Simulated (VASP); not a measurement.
These are PBEsol GGA, VASP's PBE PAW potentials (set 64) (plane waves; VASP) values and carry that method's errors.

The input files of a VASP run:

INCAR:
```
! general
SYSTEM  =  CaF2
PREC    =  Accurate
ENCUT   =  530
LREAL   =  F
LASPH   =  T

! electronic loop
EDIFF   =  1E-6
NELM    =  100
ALGO    =  Normal

! smearing
ISMEAR  =  0
SIGMA   =  0.05

! functional
GGA     =  PS

! ions
IBRION  =  2
NSW     =  60
ISIF    =  3
EDIFFG  =  -0.02

! output
LWAVE   =  F
LCHARG  =  F
```

### KPOINTS
```
Automatic
0
gamma
  6 6 6
0 0 0
```

File POSCAR:
```
CaF2
1.0
  0.0000000000   2.7129691331   2.7129691331
  2.7129691331   0.0000000000   2.7129691331
  2.7129691331   2.7129691331   0.0000000000
Ca F
1 2
direct
  0.0000000000   0.0000000000   1.0000000000
  0.2500000000   0.2500000000   0.2500000000
  0.7500000000   0.7500000000   0.7500000000
```

POTCAR, in this order: Ca_sv F (PBE.64 set). Program: vasp_std.

Predict the energy per atom (σ→0), band gap (on the k-mesh).

* **energy per atom (σ→0)**: -5.967 eV/atom
* **band gap (on the k-mesh)**: 7.21 eV

OSZICAR:
```
...
DAV:   7    -0.178874922046E+02    0.98886E-02   -0.16348E-01   656   0.377E+00    0.162E+00
DAV:   8    -0.178960733844E+02   -0.85812E-02   -0.26983E-02   664   0.212E+00    0.188E-01
DAV:   9    -0.178998266920E+02   -0.37533E-02   -0.73942E-03   664   0.666E-01    0.139E-01
DAV:  10    -0.179005755049E+02   -0.74881E-03   -0.13113E-03   624   0.279E-01    0.291E-02
DAV:  11    -0.179005747769E+02    0.72796E-06   -0.10197E-04   616   0.879E-02    0.965E-03
DAV:  12    -0.179005815047E+02   -0.67278E-05   -0.19655E-05   624   0.354E-02    0.352E-03
DAV:  13    -0.179005816091E+02   -0.10438E-06   -0.28996E-06   696   0.132E-02
   1 F= -.17900582E+02 E0= -.17900582E+02  d E =-.179006E+02
```

The compound is CaF2 in the fluorite structure. It was relaxed first. The start is the result of an earlier pass.
